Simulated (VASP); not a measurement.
# Na3BrO (Pm-3m): formation energy of the defect Br_i (6-fold void), part 5 of 9

How easily does the defect Br_i (6-fold void) form in Na3BrO (Pm-3m)? The host is relaxed first, then a supercell is run with and without the defect. The start is a computed cell from the Materials Project.

VASP 6.6.1, plane waves and PAW; the level of theory is named at each step.

So far. Step 2 (Relaxing the host crystal): The run ended after 3 ionic steps, 0.002 eV below its first step, once forces and stress met EDIFFG = -0.02. Step 4 (The perfect supercell): The perfect cell has a gap of 1.98 eV on this mesh, with its valence-band top at 1.365 eV, and charged states follow.

## 5. Relaxing the atoms

This step: PBEsol; plane waves and PAW (Br) (VASP 6.6.1).

System of this step: Br2. The cell holds 2 atoms: 2 Br. Cell: a = 11.000 Å, b = 11.500 Å, c = 15.000 Å, α = 90.0°, β = 90.0°, γ = 90.0°. Vacuum lies along a, b and c.

The reference for Br is the Br2 molecule, relaxed in a box at the cutoff of the large cell.

Input file INCAR:

```
SYSTEM = Br
PREC = Normal
ENCUT = 400
EDIFF = 1E-05
NELM = 120
ISMEAR = 0
SIGMA = 0.01
LREAL = Auto
ALGO = Fast
GGA = PS
NBANDS = 13
LORBIT = 11
LWAVE = .FALSE.
LCHARG = .FALSE.
NCORE = 4
IBRION = 2
NSW = 20
ISIF = 2
EDIFFG = -0.03
POTIM = 0.4
MAXMIX = 40
ISYM = 0
```

Input file POSCAR:

```
Br
1.0
   11.0000000000      0.0000000000      0.0000000000
    0.0000000000     11.5000000000      0.0000000000
    0.0000000000      0.0000000000     15.0000000000
Br
2
Direct
    0.5000000000      0.5000000000      0.4240000000
    0.5000000000      0.5000000000      0.5760000000
```

Input file KPOINTS:

```
Automatic mesh
0
Gamma
1 1 1
0 0 0
```

The projector-augmented-wave data sets are Br (PBE family, release 64).

Started as:

```sh
$ mpirun -np 4 vasp_gam
```

Output:

```text
[banner, memory and clock lines left out]
running    4 mpi-ranks, on    1 nodes
 distrk:  each k-point on    4 cores,    1 groups
 distr:  one band on    4 cores,    1 groups

 POSCAR found type information on POSCAR Br
 POSCAR found :  1 types and       2 ions
|                                                                             |
|               ----> ADVICE to this user running VASP <----                  |
|                                                                             |
|     You have a (more or less) 'small supercell' and for smaller cells       |
|     it is recommended to use the reciprocal-space projection scheme!        |
|     The real-space optimization is not efficient for small cells and it     |
|     is also less accurate ...                                               |
|     Therefore, set LREAL=.FALSE. in the INCAR file.                         |
|                                                                             |

 [... a notice as in an earlier step ...]

 LDA part: xc-table for (Slater+PW92), standard interpolation
 POSCAR, INCAR and KPOINTS ok, starting setup
 FFT: planning ... GRIDC
 FFT: planning ... GRID_SOFT
 FFT: planning ... GRID
 WAVECAR not read
 entering main loop
       N       E                     dE             d eps       ncg     rms          rms(c)
DAV:   1     0.140312372194E+03    0.14031E+03   -0.22743E+03    26   0.451E+02
DAV:   2     0.465356626117E+02   -0.93777E+02   -0.91685E+02    39   0.726E+01
DAV:   3     0.100342067249E+01   -0.45532E+02   -0.45499E+02    36   0.752E+01
DAV:   4    -0.348692226882E+01   -0.44903E+01   -0.44896E+01    31   0.318E+01
DAV:   5    -0.355421565388E+01   -0.67293E-01   -0.67293E-01    44   0.384E+00    0.696E+00
RMM:   6    -0.332565278502E+01    0.22856E+00   -0.12593E-01    26   0.210E+00    0.419E+00
RMM:   7    -0.322572414180E+01    0.99929E-01   -0.30099E-01    26   0.341E+00    0.293E-01
RMM:   8    -0.322736680269E+01   -0.16427E-02   -0.26860E-02    26   0.120E+00    0.863E-02
RMM:   9    -0.322782297811E+01   -0.45618E-03   -0.33083E-03    26   0.427E-01    0.604E-02
RMM:  10    -0.322965039554E+01   -0.18274E-02   -0.11729E-03    26   0.226E-01    0.691E-02
RMM:  11    -0.322980701755E+01   -0.15662E-03   -0.32399E-04    26   0.109E-01    0.202E-02
RMM:  12    -0.323075135462E+01   -0.94434E-03   -0.24328E-04    26   0.841E-02    0.931E-03
RMM:  13    -0.323116547350E+01   -0.41412E-03   -0.96847E-05    25   0.474E-02    0.888E-03
RMM:  14    -0.323158195781E+01   -0.41648E-03   -0.97529E-05    24   0.410E-02    0.611E-03
RMM:  15    -0.323164827930E+01   -0.66321E-04   -0.17671E-05    21   0.200E-02    0.588E-03
RMM:  16    -0.323177377214E+01   -0.12549E-03   -0.11641E-05    19   0.138E-02    0.200E-03
RMM:  17    -0.323178638572E+01   -0.12614E-04   -0.20210E-06    18   0.666E-03    0.174E-03
RMM:  18    -0.323180368561E+01   -0.17300E-04   -0.10071E-06    14   0.484E-03    0.110E-03
RMM:  19    -0.323180749439E+01   -0.38088E-05   -0.36808E-07    14   0.424E-03
   1 F= -.32318075E+01 E0= -.32318075E+01  d E =-.323181E+01
 curvature:   0.00 expect dE= 0.000E+00 dE for cont linesearch  0.000E+00
 trial: gam= 0.00000 g(F)=  0.740E-03 g(S)=  0.000E+00 ort = 0.000E+00 (trialstep = 0.100E+01)
 search vector abs. value=  0.740E-03
 bond charge predicted
       N       E                     dE             d eps       ncg     rms          rms(c)
DAV:   1    -0.323195709195E+01   -0.15341E-03   -0.45840E-02    26   0.104E+00    0.205E-01
RMM:   2    -0.323170666659E+01    0.25043E-03   -0.13553E-03    26   0.231E-01    0.124E-01
RMM:   3    -0.323155194313E+01    0.15472E-03   -0.39051E-04    26   0.105E-01    0.385E-02
RMM:   4    -0.323197362826E+01   -0.42169E-03   -0.72343E-05    25   0.518E-02    0.523E-03
RMM:   5    -0.323200805800E+01   -0.34430E-04   -0.23129E-05    22   0.251E-02    0.562E-03
RMM:   6    -0.323201249014E+01   -0.44321E-05   -0.31777E-06    19   0.109E-02
   2 F= -.32320125E+01 E0= -.32320125E+01  d E =-.204996E-03
 trial-energy change:   -0.000205  1 .order   -0.000259   -0.000740    0.000222
 step:   0.6983(harm=  0.7696)  dis= 0.00264  next Energy=    -3.232047 (dE=-0.240E-03)
 reached required accuracy - stopping structural energy minimisation
```

The job ended after 14 s (4 MPI ranks of AMD EPYC 7R43, shared host; peak memory 0.77 GiB).

Parts of OUTCAR (step 5):

```text
   k-points           NKPTS =      1   k-points in BZ     NKDIM =      1   number of bands    NBANDS=     13

   ENCUT  =  400.0 eV  29.40 Ry    5.42 a.u.  17.94 18.75 24.46*2*pi/ulx,y,z

   NELECT =      14.0000    total number of electrons

 E-fermi :  -6.4855

 k-point     1 :       0.0000    0.0000    0.0000
  band No.  band energies     occupation
    ...
      3     -10.6932      2.00000
      4      -8.6526      2.00000
      5      -8.6525      2.00000
      6      -6.5754      2.00000
      7      -6.5753      2.00000
      8      -4.3430      0.00000
      9      -0.3723      0.00000
     10       0.4270      0.00000
     11       0.4914      0.00000
     12       0.9018      0.00000
    ...

  Total       -0.0001404     -0.0174539     -0.1108814      0.0000111     -0.0000010      0.0000076
  in kB       -0.0001185     -0.0147374     -0.0936240      0.0000094     -0.0000008      0.0000065
  external PRESSURE =      -0.0361600 kB  Pullay stress =       0.0000000 kB

 POSITION                                       TOTAL-FORCE (eV/Angst)
 -----------------------------------------------------------------------------------
      5.50000      5.75000      6.35622        -0.000004      0.000004      0.029309
      5.50000      5.75000      8.64378         0.000004     -0.000004     -0.029309
 -----------------------------------------------------------------------------------
    total drift:                                0.000007     -0.000002     -0.000006

  FREE ENERGIE OF THE ION-ELECTRON SYSTEM (eV)
  ---------------------------------------------------
  free  energy   TOTEN  =        -3.2320124901 eV

  energy  without entropy=       -3.2320124901  energy(sigma->0) =       -3.23201249

[... 2 parts as in an earlier step ...]

[... 6 further parts left out ...]
```

CONTCAR:

```
Br
   1.00000000000000
    11.0000000000000000    0.0000000000000000    0.0000000000000000
     0.0000000000000000   11.5000000000000000    0.0000000000000000
     0.0000000000000000    0.0000000000000000   15.0000000000000000
  Br
     2
Direct
     0.4999999994745326    0.5000000059295906    0.4237480644881423
     0.5000000005254674    0.4999999940704093    0.5762519355118577
```

Hardly anything moved in the relaxation; the energy changed by under 0.2 meV an atom.

This step gave:

```yaml
electronic_cycles: 25
electrons: 14
free_energy_toten: -3.232 eV
gap_between_the_highest_filled_and_lowest_empty_level: 2.232 eV
```

The run ended after 2 ionic steps, 0.000 eV below its first step, once the forces on the free atoms met EDIFFG = -0.03.

Energy at zero smearing: -3.23201 eV.

## 6. The defect cell, spin collinear, charge 0

This step: PBEsol, spin-polarised, with small moments to start from; plane waves and PAW (Na, Br, O) (VASP 6.6.1).

System of this step: Br_i (6-fold void). The cell holds 61 atoms: 36 Na, 13 Br and 12 O. Its edges and angles: a = 10.084 Å, b = 12.755 Å, c = 9.019 Å, α = 90.0°, β = 90.0°, γ = 108.4°. It derives from Na3BrO (Na3BrO (Pm-3m)). Nearest the centre at fractional (0.833, 0.583, 0.000): Br49 at 0.04 Å, Na9 at 2.25 Å, Na25 at 2.27 Å, Na24 at 2.27 Å, Br43 at 2.28 Å, Na33 at 2.28 Å, Br45 at 2.30 Å, O55 at 3.17 Å.

Atoms within 3.3 Å of the defect's centre start slightly displaced, with symmetry off, so that a distortion can develop. The atoms relax at the host's fixed cell.

Input file INCAR:

```
SYSTEM = Na36Br13O12
PREC = Normal
ENCUT = 400
EDIFF = 1E-05
NELM = 120
ISMEAR = 0
SIGMA = 0.05
LREAL = Auto
ALGO = Fast
GGA = PS
ISPIN = 2
MAGMOM = 0 0 0 0 0 0 0 0 0.6 0 0 0 0 0 0 0 0 0 0 0 0 0 0 0.6 0.6 0 0 0 0 0 0 0 0 0 0 0 0 0 0 0 0 0 0 0 0 0 0 0 0.6 0 0 0 0 0 0 0 0 0 0 0 0
LORBIT = 11
LWAVE = True
LCHARG = .TRUE.
NCORE = 4
IBRION = 2
NSW = 50
ISIF = 2
EDIFFG = -0.03
POTIM = 0.4
MAXMIX = 40
ISYM = 0
```

Input file POSCAR:

```
Na36Br13O12
1.0
    9.0194521558      4.5097260779      0.0000000000
   -9.0194521558      9.0194521558      0.0000000000
    0.0000000000      0.0000000000      9.0194521558
Na Br O
36 13 12
Direct
    0.1666666700      0.1666666700      0.2500000000
    0.5000000000      0.0000000000      0.2500000000
    0.8333333300      0.3333333300      0.2500000000
    0.1666666700      0.4166666700      0.2500000000
    0.5000000000      0.2500000000      0.2500000000
    0.8333333300      0.0833333300      0.2500000000
    0.0000000000      0.2500000000      0.0000000000
    0.3333333300      0.0833333300      0.0000000000
    0.6688785100      0.4158734400      0.9975270100
    0.1666666700      0.1666666700      0.7500000000
    0.5000000000      0.0000000000      0.7500000000
    0.8333333300      0.3333333300      0.7500000000
    0.1666666700      0.4166666700      0.7500000000
    0.5000000000      0.2500000000      0.7500000000
    0.8333333300      0.0833333300      0.7500000000
    0.0000000000      0.2500000000      0.5000000000
    0.3333333300      0.0833333300      0.5000000000
    0.6666666700      0.4166666700      0.5000000000
    0.1666666700      0.6666666700      0.2500000000
    0.5000000000      0.5000000000      0.2500000000
    0.8333333300      0.8333333300      0.2500000000
    0.1666666700      0.9166666700      0.2500000000
    0.5000000000      0.7500000000      0.2500000000
    0.8289129700      0.5831717500      0.2520656000
    0.9958672200      0.7533515100      0.9980653800
    0.3333333300      0.5833333300      0.0000000000
    0.6666666700      0.9166666700      0.0000000000
    0.1666666700      0.6666666700      0.7500000000
    0.5000000000      0.5000000000      0.7500000000
    0.8333333300      0.8333333300      0.7500000000
    0.1666666700      0.9166666700      0.7500000000
    0.5000000000      0.7500000000      0.7500000000
    0.8328781100      0.5838385900      0.7471740900
    0.0000000000      0.7500000000      0.5000000000
    0.3333333300      0.5833333300      0.5000000000
    0.6666666700      0.9166666700      0.5000000000
    0.0000000000      0.0000000000      0.0000000000
    0.3333333300      0.3333333300      0.0000000000
    0.6666666700      0.1666666700      0.0000000000
    0.0000000000      0.0000000000      0.5000000000
    0.3333333300      0.3333333300      0.5000000000
    0.6666666700      0.1666666700      0.5000000000
    0.0034809800      0.5010658900      0.0038745100
    0.3333333300      0.8333333300      0.0000000000
    0.6632034400      0.6679491000      0.9974404800
    0.0000000000      0.5000000000      0.5000000000
    0.3333333300      0.8333333300      0.5000000000
    0.6666666700      0.6666666700      0.5000000000
    0.8305670200      0.5812472900      0.0020393400
    0.0000000000      0.2500000000      0.2500000000
    0.3333333300      0.0833333300      0.2500000000
    0.6713835500      0.4169069800      0.2508796200
    0.0000000000      0.2500000000      0.7500000000
    0.3333333300      0.0833333300      0.7500000000
    0.6678639700      0.4135580800      0.7556182200
    0.9974182700      0.7521505200      0.2481089200
    0.3333333300      0.5833333300      0.2500000000
    0.6666666700      0.9166666700      0.2500000000
    0.0021383300      0.7519797600      0.7512338200
    0.3333333300      0.5833333300      0.7500000000
    0.6666666700      0.9166666700      0.7500000000
```

KPOINTS is that of step 5.

PAW data sets: Na, Br and O (PBE family, release 64).

Started as:

```sh
$ mpirun -np 4 vasp_gam
```

Output:

```text
[banner, memory and clock lines left out]
running    4 mpi-ranks, on    1 nodes
 distrk:  each k-point on    4 cores,    1 groups
 distr:  one band on    4 cores,    1 groups

 POSCAR found type information on POSCAR NaBrO
 POSCAR found :  3 types and      61 ions
 [... a notice as in an earlier step ...]

 LDA part: xc-table for (Slater+PW92), standard interpolation
 POSCAR, INCAR and KPOINTS ok, starting setup
 FFT: planning ... GRIDC
 FFT: planning ... GRID_SOFT
 FFT: planning ... GRID
 WAVECAR not read
 entering main loop
       N       E                     dE             d eps       ncg     rms          rms(c)
DAV:   1     0.201538658919E+04    0.20154E+04   -0.69360E+04   524   0.105E+03
DAV:   2     0.148570146432E+03   -0.18668E+04   -0.17844E+04   840   0.248E+02
DAV:   3    -0.255168214717E+03   -0.40374E+03   -0.40146E+03   776   0.132E+02
DAV:   4    -0.269346140584E+03   -0.14178E+02   -0.14140E+02   624   0.268E+01
DAV:   5    -0.269774722547E+03   -0.42858E+00   -0.42836E+00   744   0.530E+00    0.383E+01
RMM:   6    -0.215854523321E+03    0.53920E+02   -0.20234E+02   524   0.239E+01    0.201E+01
RMM:   7    -0.216721110505E+03   -0.86659E+00   -0.41063E+01   588   0.727E+00    0.146E+01
RMM:   8    -0.215346931910E+03    0.13742E+01   -0.79584E+00   524   0.628E+00    0.812E+00
RMM:   9    -0.215044293073E+03    0.30264E+00   -0.16807E+00   525   0.359E+00    0.385E+00
RMM:  10    -0.214655588505E+03    0.38870E+00   -0.20976E+00   570   0.182E+00    0.134E+00
RMM:  11    -0.214666920703E+03   -0.11332E-01   -0.18019E-01   562   0.745E-01    0.771E-01
RMM:  12    -0.214676738494E+03   -0.98178E-02   -0.88404E-02   532   0.559E-01    0.579E-01
RMM:  13    -0.214674332573E+03    0.24059E-02   -0.26845E-02   545   0.318E-01    0.181E-01
RMM:  14    -0.214675523486E+03   -0.11909E-02   -0.11689E-02   600   0.159E-01    0.188E-01
RMM:  15    -0.214674791317E+03    0.73217E-03   -0.23971E-03   532   0.915E-02    0.859E-02
RMM:  16    -0.214674834236E+03   -0.42919E-04   -0.13191E-03   560   0.523E-02    0.488E-02
RMM:  17    -0.214674824878E+03    0.93578E-05   -0.10866E-04   422   0.201E-02    0.183E-02
RMM:  18    -0.214674825752E+03   -0.87349E-06   -0.22779E-05   356   0.919E-03
   1 F= -.21467483E+03 E0= -.21467360E+03  d E =-.214675E+03  mag=     0.9922
 curvature:   0.00 expect dE= 0.000E+00 dE for cont linesearch  0.000E+00
 trial: gam= 0.00000 g(F)=  0.504E+01 g(S)=  0.000E+00 ort = 0.000E+00 (trialstep = 0.100E+01)
 search vector abs. value=  0.504E+01
 bond charge predicted
       N       E                     dE             d eps       ncg     rms          rms(c)
DAV:   1    -0.216699527423E+03   -0.20247E+01   -0.18263E+02   546   0.192E+01    0.123E+01
RMM:   2    -0.220456565912E+03   -0.37570E+01   -0.25232E+01   546   0.929E+00    0.122E+01
RMM:   3    -0.218016698794E+03    0.24399E+01   -0.11190E+01   542   0.723E+00    0.678E+00
RMM:   4    -0.218220186688E+03   -0.20349E+00   -0.25861E+00   598   0.296E+00    0.488E+00
RMM:   5    -0.218205026865E+03    0.15160E-01   -0.98344E-01   524   0.209E+00    0.272E+00
RMM:   6    -0.218156496199E+03    0.48531E-01   -0.18931E-01   528   0.111E+00    0.278E+00
RMM:   7    -0.218076865638E+03    0.79631E-01   -0.10078E-01   546   0.546E-01    0.183E+00
RMM:   8    -0.218063260430E+03    0.13605E-01   -0.11827E-01   548   0.549E-01    0.833E-01
RMM:   9    -0.218064278330E+03   -0.10179E-02   -0.28291E-02   596   0.234E-01    0.414E-01
RMM:  10    -0.218064652567E+03   -0.37424E-03   -0.38896E-03   548   0.156E-01    0.224E-01
RMM:  11    -0.218064362516E+03    0.29005E-03   -0.94142E-04   570   0.671E-02    0.110E-01
RMM:  12    -0.218064226009E+03    0.13651E-03   -0.10834E-03   517   0.628E-02    0.442E-02
RMM:  13    -0.218064227988E+03   -0.19786E-05   -0.11500E-04   470   0.230E-02    0.248E-02
RMM:  14    -0.218064231753E+03   -0.37654E-05   -0.43268E-05   405   0.105E-02
   2 F= -.21806423E+03 E0= -.21806423E+03  d E =-.338941E+01  mag=     0.9997
[... from here on, the cycles between the ionic steps are left out ...]
   3 F= -.21898570E+03 E0= -.21898471E+03  d E =-.431088E+01  mag=     1.0005
   4 F= -.21920128E+03 E0= -.21918136E+03  d E =-.452645E+01  mag=     0.4106
   5 F= -.21929235E+03 E0= -.21927195E+03  d E =-.461753E+01  mag=     0.4235
   6 F= -.21944090E+03 E0= -.21942527E+03  d E =-.148546E+00  mag=    -0.1532
   7 F= -.21949009E+03 E0= -.21947358E+03  d E =-.197736E+00  mag=    -0.0444
   8 F= -.21953549E+03 E0= -.21951763E+03  d E =-.243135E+00  mag=     0.0341
   9 F= -.21953632E+03 E0= -.21951817E+03  d E =-.243970E+00  mag=     0.0433
  10 F= -.21959739E+03 E0= -.21957899E+03  d E =-.610619E-01  mag=     0.1353
  11 F= -.21965736E+03 E0= -.21963850E+03  d E =-.121038E+00  mag=     0.2244
  12 F= -.21966039E+03 E0= -.21964144E+03  d E =-.124069E+00  mag=     0.2476
  13 F= -.21970135E+03 E0= -.21968163E+03  d E =-.409574E-01  mag=     0.3448
  14 F= -.21972057E+03 E0= -.21970028E+03  d E =-.601753E-01  mag=     0.4554
  15 F= -.21975340E+03 E0= -.21973421E+03  d E =-.328299E-01  mag=     0.8077
  16 F= -.21975876E+03 E0= -.21973998E+03  d E =-.381938E-01  mag=     0.7971
  17 F= -.21975914E+03 E0= -.21974068E+03  d E =-.385702E-01  mag=     0.7443
  18 F= -.21978150E+03 E0= -.21976343E+03  d E =-.223597E-01  mag=     0.6816
  19 F= -.21978346E+03 E0= -.21976555E+03  d E =-.243251E-01  mag=     0.6879
  20 F= -.21979973E+03 E0= -.21978286E+03  d E =-.162665E-01  mag=     1.0243
  21 F= -.21980060E+03 E0= -.21978386E+03  d E =-.171343E-01  mag=     1.0099
  22 F= -.21980023E+03 E0= -.21978364E+03  d E =-.167677E-01  mag=     0.9968
  23 F= -.21980080E+03 E0= -.21978416E+03  d E =-.173342E-01  mag=     0.9977
  24 F= -.21980732E+03 E0= -.21979076E+03  d E =-.651742E-02  mag=     0.9944
  25 F= -.21980752E+03 E0= -.21979096E+03  d E =-.671760E-02  mag=     0.9945
  26 F= -.21981121E+03 E0= -.21979488E+03  d E =-.369492E-02  mag=     0.9955
  27 F= -.21981126E+03 E0= -.21979496E+03  d E =-.374158E-02  mag=     0.9949
 curvature:  -5.63 expect dE=-0.424E-02 dE for cont linesearch -0.317E-05
 trial: gam= 0.42030 g(F)=  0.753E-03 g(S)=  0.000E+00 ort =-0.408E-04 (trialstep = 0.486E+01)
 search vector abs. value=  0.124E-02
 bond charge predicted
       N       E                     dE             d eps       ncg     rms          rms(c)
DAV:   1    -0.219809969556E+03    0.12847E-02   -0.10301E+00   524   0.269E+00    0.273E-01
RMM:   2    -0.219812631741E+03   -0.26622E-02   -0.28831E-02   524   0.503E-01    0.232E-01
RMM:   3    -0.219812973344E+03   -0.34160E-03   -0.61218E-03   553   0.224E-01    0.133E-01
RMM:   4    -0.219812992751E+03   -0.19407E-04   -0.14337E-03   617   0.967E-02    0.922E-02
RMM:   5    -0.219812915878E+03    0.76873E-04   -0.24346E-04   528   0.410E-02    0.593E-02
RMM:   6    -0.219812914329E+03    0.15492E-05   -0.23405E-04   519   0.336E-02    0.852E-02
RMM:   7    -0.219812902264E+03    0.12065E-04   -0.10169E-04   513   0.227E-02    0.476E-02
RMM:   8    -0.219812889991E+03    0.12273E-04   -0.29460E-05   363   0.134E-02    0.317E-02
RMM:   9    -0.219812887151E+03    0.28400E-05   -0.90318E-06   324   0.716E-03
  28 F= -.21981289E+03 E0= -.21979668E+03  d E =-.162986E-02  mag=     0.9948
 trial-energy change:   -0.001630  1 .order   -0.001628   -0.003581    0.000326
 step:   4.4575(harm=  4.4575)  dis= 0.00698  next Energy=  -219.812898 (dE=-0.164E-02)
 reached required accuracy - stopping structural energy minimisation
 writing wavefunctions
```

It took 26 min on 4 MPI ranks; peak memory 0.89 GiB; 1.7 h of CPU time.

(Part 5 of 9 ends here.)

[Lines on the potential files, build, host, timing and source positions are cut from VASP's logs without a mark.]

[Logs are printed without paths, hosts, clocks, repeated set-up lines and the standing remarks that a program may print on its own settings, such as how far it seeks lower states.]

[Hosts, paths, dates, database ids (printed as entryN), source tags and the programs' standing remarks are cut or masked in the printed files.]

[In band tables of VASP the shares of atoms and orbitals are scaled to a sum of 1 inside the atoms' spheres.]

[Runs that stopped without an error message from VASP are left out.]
